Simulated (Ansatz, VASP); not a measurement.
# BP in two plane-wave programs

Aim: how closely do two programs agree when they are given the same cell, functional and k mesh? The cell is taken from a series of runs on this material, whose earlier steps may have relaxed, scaled, displaced or heated it; both programs get it as it stands.

Method: plane waves, with VASP 6.6.1 beside it; zone-centre phonons at LDA, in Ansatz 0.2.0.

## Step 1: Set-up

It takes space group I-4m2 (No. 119, tetragonal). Conventional cell: a = 3.207 Å, b = 3.207 Å, c = 4.470 Å, α = 90.00°, β = 90.00°, γ = 90.00°. B has 4 P at 1.95 Å nearest. P has 4 B at 1.95 Å nearest. Farther neighbours are not listed.

## Step 2: VASP: zone-centre phonons, LDA, pair 1

Second derivatives magnify differences that forces hide, and they need a tight electronic threshold.

Lines of VASP's logs that name or quote its potential files are left out, and so is its time.

INCAR reads:

```
SYSTEM = BP
PREC = Accurate
ENCUT = 500
EDIFF = 1E-08
NELM = 120
ISMEAR = 0
SIGMA = 0.01
LREAL = .FALSE.
ALGO = Normal
GGA = PW92
NBANDS = 10
LORBIT = 11
LWAVE = .FALSE.
LCHARG = .FALSE.
ISIF = 2
IBRION = 8
LEPSILON = .TRUE.
LASPH = .TRUE.
GGA_COMPAT = .FALSE.
EFERMI = MIDGAP
KPAR = 2
```

POSCAR reads:

```
BP
1.0
    0.0000000000      2.2677441322      2.2347529466
    2.2677441322      0.0000000000      2.2347529466
    2.2677441322      2.2677441322      0.0000000000
B P
1 1
Direct
    0.0000000000      0.0000000000      0.0000000000
    0.7500000000      0.7500000000      0.7500000000
```

KPOINTS reads:

```
Automatic mesh
0
Gamma
12 12 12
0 0 0
```

The projector-augmented-wave data sets are B and P (LDA family, release 64).

The run is started by

```
$ mpirun -np 2 vasp_std
```

Numbers of over 12 decimals in the logs are rounded to 6 here.

Output:

```text
[banner, memory and clock lines left out]
running    2 mpi-ranks, on    1 nodes
 distrk:  each k-point on    1 cores,    2 groups
 distr:  one band on    1 cores,    1 groups

 POSCAR found type information on POSCAR B P
 POSCAR found :  2 types and       2 ions
|                                                                             |
|               ----> ADVICE to this user running VASP <----                  |
|                                                                             |
|     You enforced a specific xc type in the INCAR file but a different       |
|     [... a line on the potential file left out ...]
|     I HOPE YOU KNOW WHAT YOU ARE DOING!                                     |
|                                                                             |

 LDA part: xc-table for (Slater(with rela. corr.)+PW92), standard interpolation
 POSCAR, INCAR and KPOINTS ok, starting setup
 FFT: planning ... GRIDC
 FFT: planning ... GRID_SOFT
 FFT: planning ... GRID
 WAVECAR not read
 entering main loop
       N       E                     dE             d eps       ncg     rms          rms(c)
DAV:   1     0.718079020053E+01    0.71808E+01   -0.39280E+03  3260   0.696E+02
DAV:   2    -0.147507456883E+02   -0.21932E+02   -0.20934E+02  4646   0.111E+02
DAV:   3    -0.152590738271E+02   -0.50833E+00   -0.50744E+00  3968   0.158E+01
DAV:   4    -0.152610408735E+02   -0.19670E-02   -0.19667E-02  4066   0.112E+00
DAV:   5    -0.152610503549E+02   -0.94814E-05   -0.94812E-05  3940   0.732E-02    0.750E+00
DAV:   6    -0.145282776904E+02    0.73277E+00   -0.17259E+00  3626   0.611E+00    0.397E+00
DAV:   7    -0.144106670631E+02    0.11761E+00   -0.27703E-01  4172   0.282E+00    0.129E+00
DAV:   8    -0.143977385639E+02    0.12928E-01   -0.34689E-02  3896   0.103E+00    0.239E-01
DAV:   9    -0.143977655136E+02   -0.26950E-04   -0.73926E-04  3704   0.203E-01    0.156E-01
DAV:  10    -0.143977621790E+02    0.33346E-05   -0.14381E-04  3636   0.720E-02    0.343E-02
DAV:  11    -0.143977640798E+02   -0.19007E-05   -0.56196E-06  4138   0.133E-02    0.364E-02
DAV:  12    -0.143977637490E+02    0.33073E-06   -0.19249E-06  3710   0.623E-03    0.792E-03
DAV:  13    -0.143977637569E+02   -0.79016E-08   -0.73176E-08  4008   0.174E-03
   1 F= -.14397764E+02 E0= -.14397764E+02  d E =0.000000E+00
 Linear response reoptimize wavefunctions to high precision
DAV:   1    -0.143977637540E+02    0.29481E-08   -0.12031E-08  3678   0.514E-04
DAV:   2    -0.143977637540E+02   -0.38426E-10   -0.24649E-10  1898   0.127E-04
 Linear response G [H, r] |phi>, progress :
  Direction:   1
       N       E                     dE             d eps       ncg     rms
RMM:   1    -0.409267996312E+02   -0.40927E+02   -0.66137E+01  8320   0.436E+01
RMM:   2    -0.312608573730E+02    0.96659E+01   -0.24955E+00  5324   0.108E+01
RMM:   3    -0.312509126636E+02    0.99447E-02   -0.31742E-02  5612   0.115E+00
RMM:   4    -0.312509671798E+02   -0.54516E-04   -0.41749E-05  5778   0.144E-01
RMM:   5    -0.312509979771E+02   -0.30797E-04    0.34810E-05  5775   0.189E-02
RMM:   6    -0.312510012981E+02   -0.33210E-05    0.12279E-05  5939   0.296E-03
RMM:   7    -0.312510015571E+02   -0.25899E-06    0.13174E-05  5792   0.628E-04
RMM:   8    -0.312510011691E+02    0.38799E-06    0.18850E-05  5109   0.282E-04
RMM:   9    -0.312510014202E+02   -0.25110E-06    0.13163E-05  4268   0.240E-04
RMM:  10    -0.312510018352E+02   -0.41504E-06    0.31692E-05  3870   0.239E-04
RMM:  11    -0.312510019253E+02   -0.90038E-07    0.11428E-05  3333   0.241E-04
RMM:  12    -0.312510019712E+02   -0.45970E-07    0.11366E-05  2881   0.240E-04
 Linear response G [H, r] |phi>, progress :
  Direction:   2
       N       E                     dE             d eps       ncg     rms
RMM:   1    -0.319885696043E+02   -0.31989E+02   -0.10232E+01  8171   0.412E+01
RMM:   2    -0.267913546424E+02    0.51972E+01   -0.19494E+00  5268   0.950E+00
RMM:   3    -0.267820067120E+02    0.93479E-02   -0.27730E-02  5576   0.103E+00
RMM:   4    -0.267819543251E+02    0.52387E-04   -0.86183E-05  5818   0.130E-01
RMM:   5    -0.267819751624E+02   -0.20837E-04    0.28221E-05  5821   0.174E-02
RMM:   6    -0.267819776453E+02   -0.24829E-05    0.11917E-05  5950   0.272E-03
RMM:   7    -0.267819777659E+02   -0.12056E-06    0.95523E-06  5757   0.558E-04
RMM:   8    -0.267819776118E+02    0.15406E-06    0.12759E-05  5112   0.235E-04
RMM:   9    -0.267819775560E+02    0.55806E-07    0.75494E-06  4357   0.196E-04
RMM:  10    -0.267819776646E+02   -0.10857E-06    0.82354E-06  4017   0.194E-04
RMM:  11    -0.267819777777E+02   -0.11319E-06   -0.33006E-06  3419   0.195E-04
RMM:  12    -0.267819778012E+02   -0.23422E-07    0.13861E-05  2848   0.195E-04
 Linear response G [H, r] |phi>, progress :
  Direction:   3
       N       E                     dE             d eps       ncg     rms
[...]
RMM:   1    -0.521648813296E+00   -0.52165E+00   -0.23296E+00  7340   0.294E+00
RMM:   2    -0.540787168419E+00   -0.19138E-01   -0.53013E-03  5292   0.447E-01
RMM:   3    -0.540829990688E+00   -0.42822E-04   -0.41192E-05  5453   0.376E-02
RMM:   4    -0.540830360030E+00   -0.36934E-06   -0.49089E-07  5525   0.418E-03
RMM:   5    -0.540830365521E+00   -0.54906E-08   -0.38040E-08  5469   0.463E-04
 change of polarisation eV/A/(eV/A) component  3 :     0.475    -0.231     1.082
[...]
RMM:   3    -0.525068713218E+00    0.15719E-01   -0.66174E-03  9314   0.464E-01    0.677E-01
RMM:   4    -0.537632073392E+00   -0.12563E-01   -0.62425E-03  9247   0.463E-01    0.113E-01
RMM:   5    -0.541831765967E+00   -0.41997E-02   -0.15244E-04  9367   0.819E-02    0.173E-02
RMM:   6    -0.541900849020E+00   -0.69083E-04   -0.16402E-06  9712   0.101E-02    0.867E-03
RMM:   7    -0.541974635806E+00   -0.73787E-04   -0.15736E-07  9669   0.280E-03    0.323E-04
RMM:   8    -0.541981341964E+00   -0.67062E-05   -0.15719E-08 10209   0.318E-04    0.168E-04
RMM:   9    -0.541981893977E+00   -0.55201E-06   -0.79643E-09  9904   0.212E-04    0.407E-05
RMM:  10    -0.541981721278E+00    0.17270E-06    0.42705E-08  6052   0.512E-05    0.703E-06
 change of polarisation eV/A/(eV/A) component  3 :     0.357     0.090     1.025
 dielectric tensor                  component  3 :     2.808     0.709     9.073
 Linear response DOF=           4
 Linear response progress:
  Degree of freedom:   1/  4
       N       E                     dE             d eps       ncg     rms          rms(c)
RMM:   1    -0.465227512870E-01   -0.46523E-01   -0.96592E-03 23818   0.116E+00
RMM:   2    -0.424245099254E-01    0.40982E-02   -0.11842E-03 15018   0.244E-01    0.151E-01
RMM:   3    -0.423864884611E-01    0.38021E-04   -0.24117E-04 15625   0.916E-02    0.792E-02
RMM:   4    -0.427868325374E-01   -0.40034E-03   -0.23240E-04 15136   0.864E-02    0.964E-03
RMM:   5    -0.427593566210E-01    0.27476E-04   -0.17371E-06 16241   0.110E-02    0.118E-03
RMM:   6    -0.427611386138E-01   -0.17820E-05   -0.75580E-08 16300   0.135E-03    0.450E-04
RMM:   7    -0.427597492218E-01    0.13894E-05   -0.10624E-08 16576   0.355E-04    0.105E-04
RMM:   8    -0.427600079958E-01   -0.25877E-06   -0.18133E-08 17103   0.728E-05    0.272E-05
RMM:   9    -0.427599779247E-01    0.30071E-07   -0.24991E-08 17225   0.305E-05    0.355E-06
RMM:  10    -0.427600043015E-01   -0.26377E-07   -0.24267E-08 17337   0.156E-05    0.142E-06
RMM:  11    -0.427599942156E-01    0.10086E-07   -0.18313E-08 15401   0.124E-05    0.217E-07
RMM:  12    -0.427599945074E-01   -0.29186E-09   -0.17930E-08 10297   0.111E-05    0.765E-08
 first order change of Fermi-energy   0.17431E-04
 force on displaced ion       1 direction 1 : -19.124   0.000  -0.000
 Born effective charge ion    1 direction 1 :  -0.570   0.000   0.000
 Linear response progress:
  Degree of freedom:   2/  4
       N       E                     dE             d eps       ncg     rms          rms(c)
RMM:   1    -0.458557914656E-01   -0.45856E-01   -0.65435E-03 13625   0.114E+00
RMM:   2    -0.423739296921E-01    0.34819E-02   -0.11621E-03  8816   0.238E-01    0.149E-01
RMM:   3    -0.423385691308E-01    0.35361E-04   -0.22866E-04  9068   0.899E-02    0.781E-02
RMM:   4    -0.427340869794E-01   -0.39552E-03   -0.21865E-04  8920   0.848E-02    0.957E-03
RMM:   5    -0.427090082739E-01    0.25079E-04   -0.16924E-06  9483   0.108E-02    0.130E-03
RMM:   6    -0.427101696292E-01   -0.11614E-05   -0.43343E-08  9422   0.134E-03    0.418E-04
RMM:   7    -0.427085516499E-01    0.16180E-05   -0.49997E-09  9702   0.396E-04    0.109E-04
RMM:   8    -0.427087248819E-01   -0.17323E-06   -0.28590E-09  9955   0.720E-05    0.385E-05
RMM:   9    -0.427086833957E-01    0.41486E-07    0.29485E-09 10025   0.312E-05    0.340E-06
RMM:  10    -0.427087062389E-01   -0.22843E-07   -0.80144E-09  9995   0.145E-05    0.143E-06
RMM:  11    -0.427086976058E-01    0.86331E-08   -0.19296E-09  8962   0.117E-05    0.242E-07
 first order change of Fermi-energy   0.38454E-03
 force on displaced ion       1 direction 3 :   0.000   0.000 -19.177
 Born effective charge ion    1 direction 3 :   0.000   0.000  -0.585
 Linear response progress:
  Degree of freedom:   3/  4
       N       E                     dE             d eps       ncg     rms          rms(c)
RMM:   1    -0.442039513917E-01   -0.44204E-01   -0.12683E-04 22334   0.144E+00
RMM:   2    -0.410936733913E-01    0.31103E-02   -0.89700E-04 14749   0.224E-01    0.151E-01
RMM:   3    -0.411122907688E-01   -0.18617E-04   -0.23107E-05 15782   0.373E-02    0.853E-02
RMM:   4    -0.413894892932E-01   -0.27720E-03   -0.25431E-05 15658   0.356E-02    0.782E-03
RMM:   5    -0.413600056004E-01    0.29484E-04   -0.95673E-07 16517   0.600E-03    0.381E-03
RMM:   6    -0.413545868555E-01    0.54187E-05    0.16494E-09 16435   0.838E-04    0.234E-03
RMM:   7    -0.413544559605E-01    0.13089E-06   -0.32348E-08 16617   0.420E-04    0.105E-04
RMM:   8    -0.413539903650E-01    0.46560E-06   -0.23977E-08 16935   0.742E-05    0.453E-05
RMM:   9    -0.413539131117E-01    0.77253E-07   -0.61895E-08 17202   0.268E-05    0.397E-06
RMM:  10    -0.413539258830E-01   -0.12771E-07   -0.36761E-08 17514   0.115E-05    0.520E-06
RMM:  11    -0.413539163490E-01    0.95340E-08   -0.20941E-08 15239   0.907E-06    0.318E-07
 first order change of Fermi-energy   0.38110E-04
 force on displaced ion       2 direction 1 : -19.124   0.000   0.000
 Born effective charge ion    2 direction 1 :   0.566   0.000   0.000
 Linear response progress:
  Degree of freedom:   4/  4
       N       E                     dE             d eps       ncg     rms          rms(c)
RMM:   1    -0.435423188737E-01   -0.43542E-01    0.17500E-03 12905   0.143E+00
RMM:   2    -0.408707843652E-01    0.26715E-02   -0.84249E-04  8695   0.219E-01    0.148E-01
RMM:   3    -0.408795233754E-01   -0.87390E-05   -0.23218E-05  9209   0.359E-02    0.839E-02
RMM:   4    -0.411394831502E-01   -0.25996E-03   -0.23002E-05  9141   0.344E-02    0.756E-03
RMM:   5    -0.411118574916E-01    0.27626E-04   -0.82394E-07  9596   0.552E-03    0.374E-03
RMM:   6    -0.411060339866E-01    0.58235E-05   -0.99435E-09  9542   0.800E-04    0.222E-03
RMM:   7    -0.411057457380E-01    0.28825E-06   -0.11468E-08  9684   0.395E-04    0.994E-05
RMM:   8    -0.411053700020E-01    0.37574E-06   -0.40227E-09  9881   0.705E-05    0.336E-05
RMM:   9    -0.411053095921E-01    0.60410E-07   -0.41985E-08 10023   0.306E-05    0.366E-06
RMM:  10    -0.411053231896E-01   -0.13597E-07   -0.93447E-09 10237   0.172E-05    0.491E-06
RMM:  11    -0.411053131295E-01    0.10060E-07   -0.16994E-08  8724   0.149E-05    0.200E-07
RMM:  12    -0.411053136082E-01   -0.47865E-09   -0.22060E-08  5067   0.137E-05    0.788E-08
 first order change of Fermi-energy   0.33732E-03
 force on displaced ion       2 direction 3 :  -0.000  -0.000 -19.182
 Born effective charge ion    2 direction 3 :   0.000   0.000   0.581
 Born effective charges drift removed
 Linear response finished
```

Parts of OUTCAR (step 2):

```text
ion  position               nearest neighbor table
   1  0.000  0.000  0.000-   2 1.95   2 1.95   2 1.95   2 1.95
   2  0.750  0.750  0.750-   1 1.95   1 1.95   1 1.95   1 1.95

  LATTYP: Found a body centered tetragonal cell.
 ALAT       =     3.2070745077
 C/A-ratio  =     1.3936395561

 Subroutine GETGRP returns: Found  8 space group operations
 (whereof  8 operations were pure point group operations)

The static configuration has the point symmetry D_2d.

 Found    163 irreducible k-points:

   k-points           NKPTS =    163   k-points in BZ     NKDIM =    163   number of bands    NBANDS=     10

   dimension x,y,z NGX =    24 NGY =   24 NGZ =   24
   dimension x,y,z NGXF=    48 NGYF=   48 NGZF=   48

   ENCUT  =  500.0 eV  36.75 Ry    6.06 a.u.   5.80  5.80  5.85*2*pi/ulx,y,z

   NELECT =       8.0000    total number of electrons

 k-points in reciprocal lattice and weights: Automatic mesh
   0.00000000  0.00000000  0.00000000       0.001
   0.08333333  0.00000000  0.00000000       0.005
   0.16666667  0.00000000  0.00000000       0.005
   0.25000000 -0.00000000  0.00000000       0.005
   0.33333333 -0.00000000  0.00000000       0.005
   0.41666667  0.00000000  0.00000000       0.005
   0.50000000 -0.00000000  0.00000000       0.002
   0.08333333  0.08333333  0.00000000       0.001
   0.16666667  0.08333333  0.00000000       0.005
[...]
-0.33333333  0.16666667  0.50000000       0.002
  -0.25000000  0.25000000  0.50000000       0.001

 average (electrostatic) potential at core
       1 -29.7715       2 -82.0870

  Total       -0.6014122     -0.6014122     -0.0423591      0.0000000     -0.0000000      0.0000000
  in kB      -41.9213464    -41.9213464     -2.9526342      0.0000000     -0.0000000      0.0000000
  external PRESSURE =     -28.9317756 kB  Pullay stress =       0.0000000 kB

  energy-cutoff  :      500.00
  volume of cell :       22.99
      direct lattice vectors                 reciprocal lattice vectors
     0.000000000  2.267744132  2.234752947    -0.220483428  0.220483428  0.223738378
     2.267744132  0.000000000  2.234752947     0.220483428 -0.220483428  0.223738378
     2.267744132  2.267744132  0.000000000     0.220483428  0.220483428 -0.223738378

 POSITION                                       TOTAL-FORCE (eV/Angst)
 -----------------------------------------------------------------------------------
      0.00000      0.00000      0.00000         0.000000      0.000000      0.000000
      3.40162      3.40162      3.35213        -0.000000     -0.000000     -0.000000
 -----------------------------------------------------------------------------------
    total drift:                               -0.000000     -0.000000      0.000000

 MACROSCOPIC STATIC DIELECTRIC TENSOR (including local field effects in DFT)
 ------------------------------------------------------
           9.294020     0.000000     0.000000
          -0.000000     9.294020    -0.000000
           0.000000    -0.000000     9.072797
 ------------------------------------------------------

 PIEZOELECTRIC TENSOR (including local field effects)  for field in x, y, z        (C/m^2)
          XX          YY          ZZ          XY          YZ          ZX
  --------------------------------------------------------------------------------
  x     0.00000     0.00000     0.00000     0.00000    -0.13897     0.00000
  y    -0.00000     0.00000     0.00000     0.00000     0.00000    -0.13897
  z     0.00000     0.00000     0.00000    -0.15337     0.00000     0.00000

 BORN EFFECTIVE CHARGES (including local field effects) (in |e|, cummulative output)
 ---------------------------------------------------------------------------------
 ion    1
    1    -0.56708     0.00000    -0.00000
    2     0.00000    -0.56708    -0.00000
    3     0.00000     0.00000    -0.58284
 ion    2
    1     0.56708     0.00000     0.00000
    2     0.00000     0.56708     0.00000
    3     0.00000     0.00000     0.58284

 Eigenvectors and eigenvalues of the dynamical matrix
 ----------------------------------------------------

   1 f  =   24.184357 THz   151.954796 2PiTHz  806.703313 cm-1   100.018419 meV
             X         Y         Z           dx          dy          dz
      0.000000  0.000000  0.000000     0.000000    0.000000    0.860946
      3.401616  3.401616  3.352129     0.000000    0.000000   -0.508697

   2 f  =   24.150170 THz   151.739991 2PiTHz  805.562950 cm-1    99.877032 meV
             X         Y         Z           dx          dy          dz
      0.000000  0.000000  0.000000     0.000000    0.860969    0.000000
      3.401616  3.401616  3.352129     0.000000   -0.508658    0.000000

   3 f  =   24.150170 THz   151.739991 2PiTHz  805.562950 cm-1    99.877032 meV
             X         Y         Z           dx          dy          dz
      0.000000  0.000000  0.000000    -0.860969    0.000000    0.000000
      3.401616  3.401616  3.352129     0.508658    0.000000    0.000000

   4 f/i=    0.000108 THz     0.000679 2PiTHz    0.003604 cm-1     0.000447 meV
             X         Y         Z           dx          dy          dz
      0.000000  0.000000  0.000000    -0.508658    0.000000    0.000000
      3.401616  3.401616  3.352129    -0.860969    0.000000    0.000000

   5 f/i=    0.000108 THz     0.000679 2PiTHz    0.003604 cm-1     0.000447 meV
             X         Y         Z           dx          dy          dz
      0.000000  0.000000  0.000000     0.000000   -0.508658    0.000000
      3.401616  3.401616  3.352129     0.000000   -0.860969    0.000000

   6 f/i=    0.001188 THz     0.007463 2PiTHz    0.039619 cm-1     0.004912 meV
             X         Y         Z           dx          dy          dz
      0.000000  0.000000  0.000000     0.000000    0.000000   -0.508697
      3.401616  3.401616  3.352129     0.000000    0.000000   -0.860946

 MACROSCOPIC STATIC DIELECTRIC TENSOR IONIC CONTRIBUTION
 ------------------------------------------------------
           0.132379    -0.000000    -0.000000
          -0.000000     0.132379     0.000000
          -0.000000     0.000000     0.139437
 ------------------------------------------------------

 ELASTIC MODULI CONTR FROM IONIC RELAXATION (kBar)
 Direction    XX          YY          ZZ          XY          YZ          ZX
 --------------------------------------------------------------------------------
 XX           0.0000      0.0000      0.0000      0.0000      0.0000      0.0000
 YY           0.0000      0.0000      0.0000      0.0000      0.0000      0.0000
 ZZ           0.0000      0.0000      0.0000      0.0000      0.0000      0.0000
 XY           0.0000      0.0000      0.0000   -189.4911      0.0000     -0.0000
 YZ           0.0000      0.0000      0.0000      0.0000   -178.8479      0.0000
 ZX           0.0000      0.0000      0.0000     -0.0000      0.0000   -174.0412
 --------------------------------------------------------------------------------

 PIEZOELECTRIC TENSOR IONIC CONTR  for field in x, y, z        (C/m^2)
          XX          YY          ZZ          XY          YZ          ZX
  --------------------------------------------------------------------------------
  x     0.00000     0.00000     0.00000    -0.00000     0.14479    -0.00000
  y     0.00000     0.00000     0.00000     0.00000    -0.00000     0.14283
  z     0.00000     0.00000     0.00000     0.15295    -0.00000     0.00000
```

(Continued in part 2 of 2.)

[Lines on the potential files, build, host, timing and source positions are cut from VASP's logs without a mark.]

[Logs are printed without paths, hosts, clocks, repeated set-up lines and the standing remarks that a program may print on its own settings, such as how far it seeks lower states.]

[Hosts, paths, dates, database ids (printed as entryN), source tags and the programs' standing remarks are cut or masked in the printed files.]
